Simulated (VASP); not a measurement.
An input for Quantum ESPRESSO's pw.x (written as the equivalent of a VASP run, and not itself run):

```
&CONTROL
  calculation = 'scf'
  pseudo_dir = './pseudo'
  outdir = './out'
  tprnfor = .true.
  tstress = .true.
/
&SYSTEM
  ibrav = 0
  nat = 2
  ntyp = 2
  ecutwfc = 92
  occupations = 'smearing'
  smearing = 'gaussian'
  degauss = 0.003675
  input_dft = 'vdw-df-obk8'
/
&ELECTRONS
  conv_thr = 7.3e-09
  electron_maxstep = 100
/
ATOMIC_SPECIES
  Cu 63.546 Cu.upf
  Cl 35.450 Cl.upf
CELL_PARAMETERS angstrom
     0.0000000    2.7018266    2.7018266
     2.7018266    0.0000000    2.7018266
     2.7018266    2.7018266    0.0000000
ATOMIC_POSITIONS crystal
  Cu   1.0000000  1.0000000  1.0000000
  Cl   0.2500000  0.2500000  0.2500000
K_POINTS automatic
  8 8 8 0 0 0
```

Problem. Translate this input to VASP (INCAR, KPOINTS, POSCAR, choice of POTCAR).

Solution. This is not unique; one that fits is 
**KPOINTS**
```
K-points
0
G
8 8 8
```

**POSCAR**
```
CuCl
1
    0.0000000000     2.7018265623     2.7018265623
    2.7018265623     0.0000000000     2.7018265623
    2.7018265623     2.7018265623     0.0000000000
Cu Cl
1 1
Direct
  1.0000000000   1.0000000000   1.0000000000
  0.2500000000   0.2500000000   0.2500000000
```

### INCAR
```
SYSTEM = CuCl
PREC = Accurate
ENCUT = 520
EDIFF = 1E-7
NELM = 100
ALGO = Normal
LREAL = .FALSE.
LASPH = .TRUE.
ISMEAR = 0
SIGMA = 0.05
GGA = BO
PARAM1 = 0.1833333333
PARAM2 = 0.22
LUSE_VDW = .TRUE.
AGGAC = 0.0
LMAXMIX = 4
LWAVE = .FALSE.
LCHARG = .FALSE.
ISIF = 2
```

POTCAR, in this order: Cu Cl (PBE.64 set). Program: vasp_std.

What does not carry over: the potentials are each code's own (VASP's PAW set, PseudoDojo norm-conserving files in pw.x), so ENCUT and ecutwfc are chosen apart and not converted; conv_thr bounds pw.x's estimated SCF error, while EDIFF bounds the energy change between steps.

The compound is CuCl in the zinc blende structure. It was relaxed first.
